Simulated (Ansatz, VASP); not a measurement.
**Cross-check of Zn3InPSe3 between VASP and Ansatz**

Aim: how closely do two programs agree when they are given the same cell, functional and k mesh? The cell is generated by rule, not measured, and may not be a known phase. The cell is taken from a series of runs on this material, whose earlier steps may have relaxed, scaled, displaced or heated it; both programs get it as it stands.

Program: Ansatz 0.2.0. Level of theory: plane waves, with VASP 6.6.1 beside it; relaxation of cell and atoms at PBE. Results are calculated unless marked as measured.

The structure was built from a prototype and need not be the compound's stable phase.

**1. Set-up**

The structure is orthorhombic, space group Pmm2 (No. 25). The conventional cell has a = 4.098 Å, b = 4.127 Å, c = 11.529 Å, α = 90.00°, β = 90.00°, γ = 90.00°. Nearest to In lie 2 P at 2.51 Å and 2 Se at 2.71 Å. P has 2 Zn at 2.38 Å and 2 In at 2.51 Å nearest. Nearest to Se lie 4 Zn at 2.47 to 2.54 Å. Se has 4 Zn at 2.47 to 2.52 Å nearest. Se has 2 Zn at 2.51 Å and 2 In at 2.71 Å nearest. Nearest to Zn lie 2 P at 2.38 Å and 2 Se at 2.54 Å. Farther neighbours and most contacts between anions are not listed.

As a file:

```cif
data_structure
_symmetry_space_group_name_H-M 'P 1'
_symmetry_Int_Tables_number 1
_cell_length_a 4.1267
_cell_length_b 4.0977
_cell_length_c 11.5294
_cell_angle_alpha 90.000
_cell_angle_beta 90.000
_cell_angle_gamma 90.000
_cell_volume 194.96
loop_
_atom_site_label
_atom_site_type_symbol
_atom_site_fract_x
_atom_site_fract_y
_atom_site_fract_z
_atom_site_occupancy
In1 In 0.00000 0.00000 0.01812 1
P2 P 0.50000 0.00000 0.14221 1
Se3 Se 0.00000 0.50000 0.37511 1
Se4 Se 0.50000 0.00000 0.61982 1
Se5 Se 0.00000 0.50000 0.86392 1
Zn6 Zn 0.50000 0.50000 0.24722 1
Zn7 Zn 0.00000 0.00000 0.49422 1
Zn8 Zn 0.50000 0.50000 0.73938 1
```

**2. Ansatz: relaxation of cell and atoms, PBE**

Ansatz runs on its default PAW (the set named soft_2) files.

The relaxed volume is the usual yardstick between codes: in a stiff, nearly cubic crystal its relative difference is about their pressure difference at one cell divided by the bulk modulus.

input.yaml

```yaml
crystal:
  lattice:
    - [2.9179897873, 2.9179897873, 0.0]
    - [-2.8974875796, 2.8974875796, 0.0]
    - [0.0, 0.0, 11.5293850822]
  atoms:
    - { symbol: In, position: [0.0, 0.0, 0.0181237998] }
    - { symbol: P, position: [0.5, 0.0, 0.1422116779] }
    - { symbol: Se, position: [0.0, 0.5, 0.3751083586] }
    - { symbol: Se, position: [0.5, 0.0, 0.6198195317] }
    - { symbol: Se, position: [0.0, 0.5, 0.8639164905] }
    - { symbol: Zn, position: [0.5, 0.5, 0.2472239779] }
    - { symbol: Zn, position: [0.0, 0.0, 0.4942203252] }
    - { symbol: Zn, position: [0.5, 0.5, 0.7393758386] }
kpoints:
  mp_grid: { grid: [6, 6, 2] }
hamiltonian:
  xc: pbe
scf:
  occupations: { method: gaussian, width: 0.02 }
output:
  forces: true
  stress: true
  eigenvalues: true
  write_density: true
  write_potential: true
  elf: true
  volumetric_format: npy
relax:
  adjacent_minimum: "off"
  f_tol: 0.005
  max_steps: 80
  cell: { stress_tol: 0.05 }
```

Started as:

```console
ansatz run input.yaml --threads 8 --pin off --max-ram 14336MiB --backend cpu --events-out ev --progress --plain --runs-dir out
```

Numbers of over 12 decimals in the logs are rounded to 6 here.

Output:

```text
Engine: ansatz 0.2.0, x86_64-unknown-linux-gnu
Pseudopotentials: kind: paw
Pseudopotential: In, paw, valence charge 13, recommended cutoff 420 eV (normal), In.paw.azcp
Pseudopotential: P, paw, valence charge 5, recommended cutoff 420 eV (normal), P.paw.azcp
Pseudopotential: Se, paw, valence charge 16, recommended cutoff 420 eV (normal), Se.paw.azcp
Pseudopotential: Zn, paw, valence charge 12, recommended cutoff 420 eV (normal), Zn.paw.azcp
Functional definition: PBE
  parameter kappa = 0.804
  parameter beta = 0.066725
  exchange = pbe_x(kappa = kappa, mu = beta*pi^2/3)
  correlation = pbe_c(beta = beta)
Crystal: 8 atoms, lattice volume = 194.958 Å³
Basis set: ecut = 420 eV, 3823 PW (Γ), exchange–correlation on 60×60×160 points (8 copies of the dense FFT grid, shifted against one another)
Bands: 62, of which v1, the nominal top of the filled ones, is band 51 counted from 1 (50 counted from 0)
Symmetry: 4 space group operations
Space group: Pmm2 (ITA 25), of the structure as read, at distance tolerance 5.8e-5 Å
k-points: 32 of 72
Non-local potential: In, projectors of the file, l = 0: 2, l = 1: 2, l = 2: 2, l = 3: 2
Non-local potential: P, projectors of the file, l = 0: 2, l = 1: 2, l = 2: 2
Non-local potential: Se, projectors of the file, l = 0: 2, l = 1: 2, l = 2: 3, l = 3: 1
Non-local potential: Zn, projectors of the file, l = 0: 2, l = 1: 2, l = 2: 3, l = 3: 1
PAW form: soft (Blöchl's): semilocal exchange-correlation on the pseudo side does not see the compensation charge
PAW one-centre angular grid: In, 590 points (default); XC on 64 Gauss nodes
PAW one-centre angular grid: P, 110 points (default); XC on 64 Gauss nodes
PAW one-centre angular grid: Se, 590 points (default); XC on 64 Gauss nodes
PAW one-centre angular grid: Zn, 590 points (default); XC on 64 Gauss nodes
Initial density: superposition of atomic densities (neutral atoms: chi_scale 0, normalization atom), corrected by the library's trained network
Initial wavefunctions: pseudopotential atomic-orbital guess
Functional: x = pbe(κ = 0.804, μ = 0.219515), c = pbe(β = 0.066725)
SCF iter   1: F=—  HF=-32722.418088 eV  |F-HF|=—  |Δ(HF+E_count)|=         —  Δρ=9.81e-4  dr2=4.22e-3  ethr=1.77e-3  ⟨swp⟩=8.3  Hψ=8774  notcnv=0  defer=8
preconditioner: auto → Resta (q_TF=auto, 2.449 Å⁻¹)  ε∞=4.9  [insulator: Δε(μ)=0.737 eV  Ē_g=11.436 eV  σ=0.020 eV  W_gap=1.00  n_scr=56 (ndim 8)  ℏωp=22.6 eV  f_vac=0.101  D(μ)=0.00/eV (n_scr^D=0)  ε∞_Penn≈4.9]
SCF iter   2: F=—  HF=-32722.413476 eV  |F-HF|=—  |Δ(HF+E_count)|=   4.61e-3  Δρ=5.82e-4  dr2=8.60e-4  ethr=4.13e-6  ⟨swp⟩=3.0  Hψ=4043  notcnv=0  defer=141
SCF iter   3: F=—  HF=-32722.413471 eV  |F-HF|=—  |Δ(HF+E_count)|=   5.27e-6  Δρ=2.06e-4  dr2=1.25e-4  ethr=8.43e-7  ⟨swp⟩=2.0  Hψ=2973  notcnv=0  defer=141
SCF iter   4: F=—  HF=-32722.413533 eV  |F-HF|=—  |Δ(HF+E_count)|=   6.21e-5  Δρ=1.00e-4  dr2=2.70e-5  ethr=1.23e-7  ⟨swp⟩=2.0  Hψ=3294  notcnv=0  defer=141
SCF iter   5: F=—  HF=-32722.413561 eV  |F-HF|=—  |Δ(HF+E_count)|=   2.75e-5  Δρ=7.23e-5  dr2=8.73e-6  ethr=2.65e-8  ⟨swp⟩=2.0  Hψ=2761  notcnv=0  defer=141
SCF iter   6: F=—  HF=-32722.413565 eV  |F-HF|=—  |Δ(HF+E_count)|=   4.24e-6  Δρ=2.81e-5  dr2=2.10e-6  ethr=8.56e-9  ⟨swp⟩=2.0  Hψ=2736  notcnv=0  defer=141
SCF iter   7: F=—  HF=-32722.413566 eV  |F-HF|=—  |Δ(HF+E_count)|=   1.10e-6  Δρ=1.06e-5  dr2=2.45e-7  ethr=2.06e-9  ⟨swp⟩=2.0  Hψ=3294  notcnv=0  defer=141
SCF iter   8: F=-32722.413566 eV  HF=-32722.413566 eV  |F-HF|=2.22e-8  |Δ(HF+E_count)|=   3.85e-7  Δρ=3.81e-6  dr2=2.71e-8  ethr=9.80e-11  ⟨swp⟩=14.9  Hψ=15347  notcnv=0
SCF 1 converged in 8 iterations: F = -32722.413566 eV  dr2 = 2.71e-8
  greatest PAW one-centre occupation: 1.000 electrons in one spin orbital (limit 2), on the Se atom at site 2 (counted from 0), in its partial waves of l = 2
relax step   1: F+E_penalty+E_count = -32722.41356643 eV  Δ(F+E_penalty+E_count) = +0.000e0 eV  max|allowed force component| = 2.190e-2 eV/Å  Δτ_max = 0.0000 Å  P = -0.014 GPa  Ω = 194.958 Å³  (8 SCF iters, dr2 threshold 1.00e-7 eV, accepted)
[...]
relax step   3: F+E_penalty+E_count = -32722.41369392 eV  Δ(F+E_penalty+E_count) = -2.508e-5 eV  max|allowed force component| = 3.952e-3 eV/Å  Δτ_max = 0.0023 Å  P = +0.002 GPa  Ω = 194.915 Å³  energy of the carried Pulay correction = +1.257e-5 eV  (5 SCF iters, dr2 threshold 1.94e-8 eV, accepted)
[...]
relax step   4: F+E_penalty+E_count = -32722.41368461 eV  Δ(F+E_penalty+E_count) = +9.309e-6 eV  max|allowed force component| = 3.933e-3 eV/Å  Δτ_max = 0.0000 Å  P = +0.002 GPa  Ω = 194.915 Å³  stress off target by 6.45e-3 GPa  SCF on the basis re-selected at this cell (its energy is not comparable with the rows above)  (7 SCF iters)
basis re-selected at this cell: Δ(F+E_penalty+E_count) = +9.309e-6 eV, ΔP = -0.000 GPa vs the last step (what re-selecting the basis moved, of the pressure what is left beyond the Pulay correction that the steps carried, after the strain that the cell walked since its last selection, with what the two solves' SCF thresholds leave and, on support functions, any second-order correction that the steps lacked; it is no m [...]
SCF converged after 7 iterations
Free energy (F): -32722.413685 eV
Harris-Foulkes:  -32722.413685 eV  (|F-HF|=3.64e-12)
Internal energy: -32722.413685 eV  (E = F + TS)
E sigma→0 (E₀):  -32722.413685 eV
Fermi energy:    6.816693 eV
--- Per-component energies (eV) ---
  E_band       = -1245.350740
  E_kinetic    = 1059.822434
  E_local      = -15679.651336  (includes V_loc(G=0)·N_el)
  E_nonlocal   = 456.207884
  E_hartree    = 7186.499187
  E_xc         = -999.263297
  E_vxc        = -608.170624  (∫ρ·V_xc dr)
  E_paw        = -15943.014053  (= ΣΔE_a)
  E_vpaw       = -846.554850  (= ΣTr[D̂ρ^β])
  E_aug_tail   = -0.002802  (compensation charges beyond the density's cutoff)
  E_ewald      = -8803.011702
  E_smearing   = -0.000000  (= −TS)
  E_closure    = -0.000000  (closes the sum)
  Σ components = -32722.413685   (vs F -32722.413685, Δ=0.00e0)
--- Forces (eV/Å), atoms counted from 1 ---
  atom   1  In     0.00000000    -0.00000000    -0.00234363
  atom   2  P      0.00000000     0.00000000     0.00265468
  atom   3  Se     0.00000000    -0.00000000    -0.00135600
  atom   4  Se     0.00000000     0.00000000    -0.00297340
  atom   5  Se     0.00000000     0.00000000     0.00044043
  atom   6  Zn     0.00000000    -0.00000000    -0.00218591
  atom   7  Zn     0.00000000     0.00000000     0.00183055
  atom   8  Zn     0.00000000    -0.00000000     0.00393269
  max |Σ_I F_I| component: 5.89e-7 eV/Å
--- Stress (GPa, compression-positive) ---
        0.002605      -0.003846      -0.000000
       -0.003846       0.002605       0.000000
       -0.000000       0.000000       0.001923
  P = ⅓ Tr σ = 0.0024 GPa (0.024 kbar)
--- Band table (eV; the first three rows and the last of 32) ---
  k-point 0: bands = [... 47 lower, 5.2595, 6.2825, 6.3236, 6.4392, 7.1942, 8.9167, 9.2588, 9.7527, ... 7 higher]
  k-point 1: bands = [... 47 lower, 5.6255, 5.6676, 6.0740, 6.2582, 8.4563, 8.6409, 9.1374, 9.3266, ... 7 higher]
  k-point 2: bands = [... 47 lower, 5.2535, 5.3021, 5.9084, 6.2568, 8.3079, 9.1194, 9.6088, 9.8456, ... 7 higher]
  k-point 31: bands = [... 47 lower, 3.9687, 4.0946, 4.5284, 4.5337, 8.9385, 9.1901, 9.9496, 10.0449, ... 7 higher]
--- Relaxed structure (3 steps of the walk, 3 accepted, 1 SCFs on fresh bases) ---
  F+E_penalty+E_count = -32722.41368461 eV   max|allowed force component| = 3.933e-3 eV/Å   (the final SCF, on the basis selected at the relaxed cell)
  cell:  # Å, volume = 194.9154 Å³
    - [2.916579, 2.916579, 0]
    - [-2.898429, 2.898429, 0]
    - [0, 0, 11.528688]
  atoms:
    - { symbol: In, position: [0, 0, 0.017944] }
    - { symbol: P, position: [0.500000, 0, 0.142213] }
    - { symbol: Se, position: [0, 0.5, 0.375314] }
    - { symbol: Se, position: [0.500000, 0, 0.620067] }
    - { symbol: Se, position: [0, 0.5, 0.864070] }
    - { symbol: Zn, position: [0.500000, 0.5, 0.247194] }
    - { symbol: Zn, position: [0, 0, 0.494063] }
    - { symbol: Zn, position: [0.500000, 0.5, 0.739136] }
```

In the SCF lines HF is the Harris–Foulkes energy and dr2 the Hartree energy of the density residual, in eV; the loop may stop once dr2 is under the threshold and the program's other checks hold. Hψ counts applications of the Hamiltonian.

(Continued in part 2 of 2.)

[Lines on the potential files, build, host, timing and source positions are cut from VASP's logs without a mark.]

[Logs are printed without paths, hosts, clocks, repeated set-up lines and the standing remarks that a program may print on its own settings, such as how far it seeks lower states.]

[Hosts, paths, dates, database ids (printed as entryN), source tags and the programs' standing remarks are cut or masked in the printed files.]
